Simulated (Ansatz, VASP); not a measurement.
# YB6: VASP beside Ansatz, part 2 of 2

Aim: how closely do two programs agree when they are given the same cell, functional and k mesh? The structure shown comes from an earlier Ansatz run, which isn't shown and may have moved the atoms alone.

VASP 6.6.1 and Ansatz 0.2.0.

So far: Set-up; Ansatz: elastic constants, LDA.

### Step 3. VASP: elastic constants, LDA

Level of this step: LDA; plane waves and PAW (Y_sv, B) (VASP).

The same cell, functional (in two slightly different forms), mesh and smearing now go to VASP, with its own data sets.

Lines of VASP's logs that name or quote its potential files are left out, and so is its time.

INCAR

```
SYSTEM = YB6
PREC = Accurate
ENCUT = 500
EDIFF = 1E-08
NELM = 120
ISMEAR = -1
SIGMA = 0.15
LREAL = .FALSE.
ALGO = Normal
GGA = CA
NBANDS = 21
LASPH = .TRUE.
LORBIT = 11
LWAVE = .FALSE.
LCHARG = .FALSE.
ISIF = 3
IBRION = 6
NFREE = 2
POTIM = 0.015
NSW = 1
GGA_COMPAT = .FALSE.
KPAR = 2
```

POSCAR

```
YB6
1.0
    4.0412535073      0.0000000000      0.0000000000
    0.0000000000      4.0412535073      0.0000000000
    0.0000000000      0.0000000000      4.0412535073
Y B
1 6
Direct
    0.0000000000      0.0000000000      0.0000000000
    0.1989983296      0.5000000000      0.5000000000
    0.5000000000      0.1989983296      0.5000000000
    0.8010016704      0.5000000000      0.5000000000
    0.5000000000      0.8010016704      0.5000000000
    0.5000000000      0.5000000000      0.1989983296
    0.5000000000      0.5000000000      0.8010016704
```

KPOINTS

```
Automatic mesh
0
Gamma
12 12 12
0 0 0
```

PAW data sets: Y_sv and B (LDA family, release 64).

Command:

```sh
mpirun -np 2 vasp_std
```

Numbers of over 12 decimals in the logs are rounded to 6 here.

The log of the run:

```text
[banner, memory and clock lines left out]
running    2 mpi-ranks, on    1 nodes
 distrk:  each k-point on    1 cores,    2 groups
 distr:  one band on    1 cores,    1 groups

 POSCAR found type information on POSCAR Y B
 POSCAR found :  2 types and       7 ions
 LDA part: xc-table for (Slater(with rela. corr.)+CA(PZ))
 , standard interpolation
 POSCAR, INCAR and KPOINTS ok, starting setup
 FFT: planning ... GRIDC
 FFT: planning ... GRID_SOFT
 FFT: planning ... GRID
 WAVECAR not read
 entering main loop
       N       E                     dE             d eps       ncg     rms          rms(c)
DAV:   1     0.814669793858E+02    0.81467E+02   -0.13880E+04  3528   0.125E+03
DAV:   2    -0.595346655404E+02   -0.14100E+03   -0.13583E+03  4612   0.261E+02
DAV:   3    -0.643879652291E+02   -0.48533E+01   -0.48089E+01  5441   0.416E+01
DAV:   4    -0.644649544992E+02   -0.76989E-01   -0.76771E-01  4853   0.454E+00
DAV:   5    -0.644667423606E+02   -0.17879E-02   -0.17875E-02  4985   0.567E-01    0.157E+01
DAV:   6    -0.556072282836E+02    0.88595E+01   -0.14215E+01  4594   0.234E+01    0.139E+01
DAV:   7    -0.546853291426E+02    0.92190E+00   -0.76229E+00  4943   0.126E+01    0.129E+01
DAV:   8    -0.550746152576E+02   -0.38929E+00   -0.33820E+00  4343   0.964E+00    0.344E+00
DAV:   9    -0.546497355460E+02    0.42488E+00   -0.15642E+00  4211   0.629E+00    0.315E-01
DAV:  10    -0.546544359776E+02   -0.47004E-02   -0.79234E-02  4426   0.157E+00    0.920E-01
DAV:  11    -0.546544673593E+02   -0.31382E-04   -0.23277E-03  4781   0.258E-01    0.392E-01
DAV:  12    -0.546542158432E+02    0.25152E-03   -0.62967E-04  4639   0.137E-01    0.197E-01
DAV:  13    -0.546541857420E+02    0.30101E-04   -0.13647E-04  4242   0.708E-02    0.359E-02
DAV:  14    -0.546541870244E+02   -0.12824E-05   -0.82726E-06  4479   0.176E-02    0.350E-02
DAV:  15    -0.546541857396E+02    0.12848E-05   -0.47417E-06  5275   0.115E-02    0.101E-02
DAV:  16    -0.546541856454E+02    0.94263E-07   -0.46409E-07  4776   0.378E-03    0.698E-03
DAV:  17    -0.546541856145E+02    0.30880E-07   -0.10182E-07  4722   0.172E-03    0.111E-03
DAV:  18    -0.546541856155E+02   -0.10382E-08   -0.63254E-09  2808   0.459E-04
   1 F= -.54654186E+02 E0= -.54624395E+02  d E =-.595818E-01
[... from here on, the cycles between the ionic steps are left out ...]
   2 F= -.54633335E+02 E0= -.54603069E+02  d E =-.605324E-01
   3 F= -.54629009E+02 E0= -.54599700E+02  d E =-.586179E-01
  11 F= -.54649309E+02 E0= -.54619483E+02  d E =-.596529E-01
  12 F= -.54649309E+02 E0= -.54619483E+02  d E =-.596529E-01
  13 F= -.54649309E+02 E0= -.54619483E+02  d E =-.596529E-01
  14 F= -.54653992E+02 E0= -.54624194E+02  d E =-.595953E-01
  15 F= -.54653992E+02 E0= -.54624194E+02  d E =-.595954E-01
  16 F= -.54648939E+02 E0= -.54619139E+02  d E =-.595996E-01
  17 F= -.54649628E+02 E0= -.54619851E+02  d E =-.595545E-01
  18 F= -.54652594E+02 E0= -.54622804E+02  d E =-.595811E-01
 Finite differences progress:
  Degree of freedom:   9/  9
  Displacement:        1/  2
  Total:              17/ 18
 bond charge predicted
       N       E                     dE             d eps       ncg     rms          rms(c)
DAV:   1    -0.546547070514E+02   -0.21126E-02   -0.46860E-01 22016   0.370E+00    0.256E-01
DAV:   2    -0.546530762470E+02    0.16308E-02   -0.87083E-03 27944   0.539E-01    0.128E-01
DAV:   3    -0.546525980526E+02    0.47819E-03   -0.20215E-03 25874   0.225E-01    0.301E-02
DAV:   4    -0.546525960433E+02    0.20093E-05   -0.28740E-04 27265   0.917E-02    0.159E-02
DAV:   5    -0.546525945757E+02    0.14677E-05   -0.19381E-05 27242   0.247E-02    0.455E-03
DAV:   6    -0.546525944884E+02    0.87292E-07   -0.20255E-06 28097   0.793E-03    0.120E-03
DAV:   7    -0.546525944878E+02    0.56571E-09   -0.70582E-08 29671   0.152E-03
  19 F= -.54652594E+02 E0= -.54622804E+02  d E =-.595809E-01
 Finite differences progress:
  Degree of freedom:   9/  9
  Displacement:        2/  2
  Total:              18/ 18
```

OUTCAR, selected parts (step 3):

```text
ion  position               nearest neighbor table
   1  0.000  0.000  0.000-   2 2.97   3 2.97   4 2.97   5 2.97   6 2.97   7 2.97   2 2.97   3 2.97
                             4 2.97   5 2.97   2 2.97   4 2.97   6 2.97   7 2.97   2 2.97   4 2.97
   2  0.199  0.500  0.500-   4 1.61   3 1.72   5 1.72   6 1.72   7 1.72   1 2.97   1 2.97   1 2.97
                             1 2.97
   3  0.500  0.199  0.500-   5 1.61   4 1.72   2 1.72   6 1.72   7 1.72   1 2.97   1 2.97   1 2.97
                             1 2.97
   4  0.801  0.500  0.500-   2 1.61   3 1.72   5 1.72   6 1.72   7 1.72   1 2.97   1 2.97   1 2.97
                             1 2.97
   5  0.500  0.801  0.500-   3 1.61   2 1.72   4 1.72   6 1.72   7 1.72   1 2.97   1 2.97   1 2.97
                             1 2.97
   6  0.500  0.500  0.199-   7 1.61   3 1.72   4 1.72   5 1.72   2 1.72   1 2.97   1 2.97   1 2.97
                             1 2.97
   7  0.500  0.500  0.801-   6 1.61   3 1.72   4 1.72   5 1.72   2 1.72   1 2.97   1 2.97   1 2.97
                             1 2.97

  LATTYP: Found a simple cubic cell.
 ALAT       =     4.0412535073

 Subroutine GETGRP returns: Found 48 space group operations
 (whereof 48 operations were pure point group operations)

The static configuration has the point symmetry O_h .

 Found     84 irreducible k-points:

   k-points           NKPTS =     84   k-points in BZ     NKDIM =     84   number of bands    NBANDS=     21

   dimension x,y,z NGX =    30 NGY =   30 NGZ =   30
   dimension x,y,z NGXF=    60 NGYF=   60 NGZF=   60

   ENCUT  =  500.0 eV  36.75 Ry    6.06 a.u.   7.37  7.37  7.37*2*pi/ulx,y,z

   NELECT =      29.0000    total number of electrons

 k-points in reciprocal lattice and weights: Automatic mesh
   0.00000000  0.00000000  0.00000000       0.001
   0.08333333  0.00000000  0.00000000       0.003
   0.16666667  0.00000000  0.00000000       0.003
   0.25000000  0.00000000  0.00000000       0.003
   0.33333333  0.00000000  0.00000000       0.003
   0.41666667  0.00000000  0.00000000       0.003
   0.50000000  0.00000000  0.00000000       0.002
   0.08333333  0.08333333  0.00000000       0.007
   0.16666667  0.08333333  0.00000000       0.014
[...]
0.25000000  0.25000000  0.25000000       0.005
[...]
1 f  =   41.760853 THz   262.391179 2PiTHz 1392.992120 cm-1   172.708934 meV
             X         Y         Z           dx          dy          dz
      0.000000  0.000000  0.000000     0.000000    0.000000    0.000000
      0.804203  2.020627  2.020627    -0.408248    0.000000   -0.000000
      2.020627  0.804203  2.020627    -0.000000   -0.408248   -0.000000
      3.237051  2.020627  2.020627     0.408248   -0.000000   -0.000000
      2.020627  3.237051  2.020627    -0.000000    0.408248    0.000000
      2.020627  2.020627  0.804203     0.000000   -0.000000   -0.408248
      2.020627  2.020627  3.237051    -0.000000   -0.000000    0.408248

   2 f  =   36.925158 THz   232.007607 2PiTHz 1231.690677 cm-1   152.710112 meV
             X         Y         Z           dx          dy          dz
      0.000000  0.000000  0.000000     0.000000   -0.000000   -0.000000
      0.804203  2.020627  2.020627     0.500000    0.000000    0.000000
      2.020627  0.804203  2.020627    -0.000000   -0.500000    0.000000
      3.237051  2.020627  2.020627    -0.500000    0.000000    0.000000
      2.020627  3.237051  2.020627    -0.000000    0.500000   -0.000000
      2.020627  2.020627  0.804203    -0.000000   -0.000000   -0.000000
      2.020627  2.020627  3.237051    -0.000000    0.000000    0.000000

   3 f  =   36.925158 THz   232.007607 2PiTHz 1231.690677 cm-1   152.710112 meV
             X         Y         Z           dx          dy          dz
      0.000000  0.000000  0.000000     0.000000   -0.000000   -0.000000
      0.804203  2.020627  2.020627    -0.288675    0.000000    0.000000
      2.020627  0.804203  2.020627    -0.000000   -0.288675    0.000000
      3.237051  2.020627  2.020627     0.288675   -0.000000    0.000000
      2.020627  3.237051  2.020627    -0.000000    0.288675    0.000000
      2.020627  2.020627  0.804203     0.000000    0.000000    0.577350
      2.020627  2.020627  3.237051    -0.000000   -0.000000   -0.577350

   4 f  =   26.991351 THz   169.591660 2PiTHz  900.334559 cm-1   111.627208 meV
             X         Y         Z           dx          dy          dz
      0.000000  0.000000  0.000000    -0.006188    0.007075    0.000094
      0.804203  2.020627  2.020627    -0.377038   -0.220691   -0.002936
      2.020627  0.804203  2.020627     0.193032    0.431064   -0.002936
      3.237051  2.020627  2.020627    -0.377038   -0.220691   -0.002936
      2.020627  3.237051  2.020627     0.193032    0.431064   -0.002936
      2.020627  2.020627  0.804203     0.193032   -0.220691    0.005734
      2.020627  2.020627  3.237051     0.193032   -0.220691    0.005734

   5 f  =   26.991351 THz   169.591660 2PiTHz  900.334559 cm-1   111.627208 meV
             X         Y         Z           dx          dy          dz
      0.000000  0.000000  0.000000    -0.000776   -0.000803    0.009333
      0.804203  2.020627  2.020627    -0.047312    0.025059   -0.291135
      2.020627  0.804203  2.020627     0.024222   -0.048946   -0.291135
      3.237051  2.020627  2.020627    -0.047312    0.025059   -0.291135
      2.020627  3.237051  2.020627     0.024222   -0.048946   -0.291135
      2.020627  2.020627  0.804203     0.024222    0.025059    0.568659
      2.020627  2.020627  3.237051     0.024222    0.025059    0.568659

   6 f  =   26.991351 THz   169.591660 2PiTHz  900.334559 cm-1   111.627208 meV
             X         Y         Z           dx          dy          dz
      0.000000  0.000000  0.000000     0.007033    0.006136    0.001113
      0.804203  2.020627  2.020627     0.428498   -0.191421   -0.034728
      2.020627  0.804203  2.020627    -0.219378    0.373891   -0.034728
      3.237051  2.020627  2.020627     0.428498   -0.191421   -0.034728
      2.020627  3.237051  2.020627    -0.219378    0.373891   -0.034728
      2.020627  2.020627  0.804203    -0.219378   -0.191421    0.067833
      2.020627  2.020627  3.237051    -0.219378   -0.191421    0.067833

   7 f  =   22.165706 THz   139.271241 2PiTHz  739.368383 cm-1    91.669955 meV
             X         Y         Z           dx          dy          dz
      0.000000  0.000000  0.000000    -0.000000    0.000000   -0.000000
      0.804203  2.020627  2.020627     0.000000    0.379139   -0.242683
      2.020627  0.804203  2.020627     0.379139   -0.000000    0.217620
      3.237051  2.020627  2.020627     0.000000   -0.379139    0.242683
      2.020627  3.237051  2.020627    -0.379139   -0.000000   -0.217620
      2.020627  2.020627  0.804203    -0.242683    0.217620   -0.000000
      2.020627  2.020627  3.237051     0.242683   -0.217620    0.000000

   8 f  =   22.165706 THz   139.271241 2PiTHz  739.368383 cm-1    91.669955 meV
             X         Y         Z           dx          dy          dz
      0.000000  0.000000  0.000000     0.000000    0.000000    0.000000
      0.804203  2.020627  2.020627    -0.000000    0.318103    0.348338
      2.020627  0.804203  2.020627     0.318103    0.000000   -0.165745
      3.237051  2.020627  2.020627    -0.000000   -0.318103   -0.348338
      2.020627  3.237051  2.020627    -0.318103    0.000000    0.165745
      2.020627  2.020627  0.804203     0.348338   -0.165745   -0.000000
      2.020627  2.020627  3.237051    -0.348338    0.165745   -0.000000

   9 f  =   22.165706 THz   139.271241 2PiTHz  739.368383 cm-1    91.669955 meV
             X         Y         Z           dx          dy          dz
      0.000000  0.000000  0.000000     0.000000    0.000000    0.000000
      0.804203  2.020627  2.020627     0.000000   -0.071164    0.264131
      2.020627  0.804203  2.020627    -0.071164    0.000000    0.418534
      3.237051  2.020627  2.020627     0.000000    0.071164   -0.264131
      2.020627  3.237051  2.020627     0.071164    0.000000   -0.418534
      2.020627  2.020627  0.804203     0.264131    0.418534    0.000000
      2.020627  2.020627  3.237051    -0.264131   -0.418534    0.000000

  10 f  =   16.668195 THz   104.729355 2PiTHz  555.991125 cm-1    68.934083 meV
             X         Y         Z           dx          dy          dz
      0.000000  0.000000  0.000000     0.000000    0.000000    0.000000
      0.804203  2.020627  2.020627     0.000000   -0.058632   -0.434385
      2.020627  0.804203  2.020627     0.058632   -0.000000    0.240567
      3.237051  2.020627  2.020627    -0.000000    0.058632    0.434385
      2.020627  3.237051  2.020627    -0.058632   -0.000000   -0.240567
      2.020627  2.020627  0.804203     0.434385   -0.240567    0.000000
      2.020627  2.020627  3.237051    -0.434385    0.240567    0.000000

  11 f  =   16.668195 THz   104.729355 2PiTHz  555.991125 cm-1    68.934083 meV
             X         Y         Z           dx          dy          dz
      0.000000  0.000000  0.000000     0.000000    0.000000    0.000000
      0.804203  2.020627  2.020627    -0.000000    0.496310   -0.043725
      2.020627  0.804203  2.020627    -0.496310    0.000000    0.042009
      3.237051  2.020627  2.020627    -0.000000   -0.496310    0.043725
      2.020627  3.237051  2.020627     0.496310    0.000000   -0.042009
      2.020627  2.020627  0.804203     0.043725   -0.042009   -0.000000
      2.020627  2.020627  3.237051    -0.043725    0.042009   -0.000000

  12 f  =   16.668195 THz   104.729355 2PiTHz  555.991125 cm-1    68.934083 meV
             X         Y         Z           dx          dy          dz
      0.000000  0.000000  0.000000     0.000000   -0.000000   -0.000000
      0.804203  2.020627  2.020627     0.000000    0.015459   -0.243717
      2.020627  0.804203  2.020627    -0.015459   -0.000000   -0.436306
      3.237051  2.020627  2.020627    -0.000000   -0.015459    0.243717
    [... 91 further lines ...]
      2.020627  2.020627  0.804203     0.264040   -0.020305   -0.003535
      2.020627  2.020627  3.237051     0.264040   -0.020305   -0.003535

 ELASTIC MODULI CONTR FROM IONIC RELAXATION (kBar)
 Direction    XX          YY          ZZ          XY          YZ          ZX
 --------------------------------------------------------------------------------
 XX         -31.9526    -28.0971    -28.0971     -0.0000     -0.0000     -0.0000
 YY         -28.0971    -31.9526    -28.0971      0.0000      0.0000     -0.0000
 ZZ         -28.0971    -28.0971    -31.9526     -0.0000     -0.0000     -0.0000
 XY          -0.0000      0.0000      0.0000   -687.6308      0.0000     -0.0000
 YZ          -0.0000      0.0000     -0.0000      0.0000   -687.6308     -0.0000
 ZX           0.0000     -0.0000     -0.0000     -0.0000     -0.0000   -687.6308
 --------------------------------------------------------------------------------

 TOTAL ELASTIC MODULI (kBar)
 Direction    XX          YY          ZZ          XY          YZ          ZX
 --------------------------------------------------------------------------------
 XX        4929.9566    318.8676    318.8676     -0.0000     -0.0000     -0.0000
 YY         318.8676   4929.9566    318.8676      0.0000      0.0000     -0.0000
 ZZ         318.8676    318.8676   4929.9566     -0.0000     -0.0000     -0.0000
 XY          -0.0000      0.0000      0.0000    364.3929      0.0000     -0.0000
 YZ          -0.0000      0.0000     -0.0000      0.0000    364.3929     -0.0000
 ZX           0.0000     -0.0000     -0.0000     -0.0000     -0.0000    364.3929
 --------------------------------------------------------------------------------

 total charge
# of ion       s       p       d       f       tot
--------------------------------------------------
    1        2.107   6.206   0.945   0.062   9.320
    2        0.708   1.450   0.000   0.000   2.158
    3        0.708   1.450   0.000   0.000   2.158
    4        0.708   1.450   0.000   0.000   2.158
    5        0.708   1.450   0.000   0.000   2.158
    6        0.708   1.450   0.000   0.000   2.158
    7        0.708   1.450   0.000   0.000   2.158
--------------------------------------------------
tot          6.353  14.907   0.945   0.062  22.266
```

CONTCAR:

```
YB6
   1.00000000000000
     4.0412535073000004    0.0000000000000000    0.0000000000000000
     0.0000000000000000    4.0412535073000004    0.0000000000000000
     0.0000000000000000    0.0000000000000000    4.0412535073000004
  Y               B
     1     6
Direct
     0.0000000000000000    0.0000000000000000    0.0000000000000000
     0.1989983296000020    0.4962882803632822    0.5000000000000000
     0.5000000000000000    0.1989983296000020    0.5000000000000000
     0.8010016703999980    0.5000000000000000    0.5000000000000000
     0.5000000000000000    0.8010016703999980    0.5000000000000000
     0.5000000000000000    0.5000000000000000    0.1989983296000020
     0.5000000000000000    0.5000000000000000    0.8010016703999980
```

Levels, forces or a CONTCAR printed for this step are those of its last displaced cell, not of the structure at rest.

### Step 4. Side by side

Known differences besides the potentials themselves: the two LDA forms differ slightly; the cutoff is 420 eV in Ansatz and 500 eV in VASP; VASP's log shows a relativistic correction to its local exchange, Ansatz's none; VASP takes each elastic constant from one size of strain, Ansatz from those that its log lists. Total energies have different zeros and are not compared.

The two programs side by side:

```csv
quantity,Ansatz,VASP,difference
C11 (GPa),492.5,493.0,-0.10 %
C22 (GPa),492.5,493.0,-0.10 %
C33 (GPa),492.5,493.0,-0.10 %
C12 (GPa),31.7,31.9,-0.49 %
C13 (GPa),31.7,31.9,-0.49 %
C23 (GPa),31.7,31.9,-0.49 %
C44 (GPa),36.2,36.4,-0.66 %
C55 (GPa),36.2,36.4,-0.66 %
C66 (GPa),36.2,36.4,-0.66 %
```

### Step 5. What came out

| Item | Value |
| --- | --- |
| difference in C44 (elastic constants, LDA) | -0.66 % |

The difference in C44 is -0.66 % (elastic constants, LDA), within the 5 % picked in this series as the mark of a large difference. Such differences can come from data sets, numerical settings and the points named under the comparisons, not from the functional's error against experiment.

[Lines on the potential files, build, host, timing and source positions are cut from VASP's logs without a mark.]

[Logs are printed without paths, hosts, clocks, repeated set-up lines and the standing remarks that a program may print on its own settings, such as how far it seeks lower states.]

[Hosts, paths, dates, database ids (printed as entryN), source tags and the programs' standing remarks are cut or masked in the printed files.]
